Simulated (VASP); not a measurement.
Energy against volume of CdF2 (fluorite). All values below come from optB86b-vdW, VASP's PBE PAW potentials (set 64) (plane waves; VASP). Numerical set-up: 520 eV cut-off, 7×7×7 Γ-centred mesh, Gaussian smearing of 0.050 eV, potentials Cd F.

| V (Å³/atom) | E (eV/atom) |
|---|---|
| 12.944 | -1.33348 |
| 13.344 | -1.33873 |
| 13.744 | -1.33611 |
| 14.145 | -1.32681 |

Question: Fit these four points and predict the energy of the run at 12.543 Å³/atom.

Answer: A cubic in V^(−2/3), the third-order Birch-Murnaghan form, passes through the four points with V0 = 13.40 Å³/atom and B0 = 103 GPa, and gives -1.3189 eV/atom there. The run gave -1.3188 eV/atom, +0.1 meV/atom from the fit; all five points give B0 = 103 GPa.

The compound is CdF2 in the fluorite structure. It was relaxed first.
